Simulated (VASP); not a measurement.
Write the native input for VASP 6.6.1 that does the following.

```
Task                   : single point
Functional             : LDA
Potentials or basis    : VASP PAW PBE potentials, release 64 (Pm, Se)
Cutoff                 : 520 eV
k mesh                 : 5 × 5 × 5
Occupations            : gaussian, width 0.05 eV
Spin                   : collinear spin, ferromagnetic start
Starting moments       : [4.0, 0.0] μB
Fixed moment           : 3 μB
Hubbard terms          : Pm f U = 6 eV
Further INCAR settings : ALGO = Normal; EDIFF = 1e-06; NBANDS = 22
```

The structure of PmSe lies in POSCAR:

```
PmSe
1.0
    0.0000000000      3.2231904100      3.2231904100
    3.2231904100      0.0000000000      3.2231904100
    3.2231904100      3.2231904100      0.0000000000
Pm Se
1 1
Direct
    0.0000000000      0.0000000000      0.0000000000
    0.2500000000      0.2500000000      0.2500000000
```

The cell comes from a database or a generator and needn't be the stable form of this composition.

One way to write it, as run:

INCAR

```
SYSTEM = PmSe
ALGO     = Normal         ! electronic algorithm
EDIFF    = 1E-6           ! SCF threshold, eV
ENCUT    = 520            ! plane-wave cutoff, eV
GGA      = CA             ! functional
ISIF     = 2              ! what is computed and relaxed
ISMEAR   = 0              ! smearing method
ISPIN    = 2              ! spin polarisation
LASPH    = .TRUE.         ! aspherical terms in the spheres
LCHARG   = .FALSE.        ! write CHGCAR
LDAU     = .TRUE.         ! DFT+U
LDAUJ    = 0 0          
LDAUL    = 3 -1           ! shell
LDAUPRINT= 1            
LDAUTYPE = 2            
LDAUU    = 6 0            ! U, eV
LMAXMIX  = 6              ! l up to which the mixer works
LORBIT   = 11             ! projections on sites
LREAL    = .FALSE.        ! projectors in reciprocal space
LWAVE    = .FALSE.        ! write WAVECAR
MAGMOM   = 4 0            ! initial moments
NBANDS   = 22             ! bands
NELM     = 150            ! most SCF steps
NUPDOWN  = 3              ! fixed moment
PREC     = Accurate       ! precision mode
SIGMA    = 0.05           ! smearing width, eV
```

KPOINTS

```
k-points
0
G
  5 5 5
  0 0 0
```

Potentials or basis: VASP PAW PBE potentials, release 64 (Pm, Se).

Command:

```bash
$ cat potpaw_PBE.64/Pm/POTCAR potpaw_PBE.64/Se/POTCAR > POTCAR
$ mpirun -np 1 vasp_std > vasp.out
```

Results of the run:

The pressure is 0.5 GPa, the net moment is 3.00 μB per cell and the site moments are Pm +3.65; Se -0.05 μB. The valence electrons inside the program's atomic spheres are Pm 12.22; Se 3.96.

Caveat: the magnetic or orbital state may not be the lowest; the PAW data sets were made with another functional, which shifts forces and pressure a little; the total moment is fixed, so each spin has its own Fermi level.

It took 85 s on 1 thread of Intel(R) Xeon(R) Platinum 8375C CPU @ 2.90GHz (Ice Lake), with other jobs on the host, peak memory 0.19 GiB.
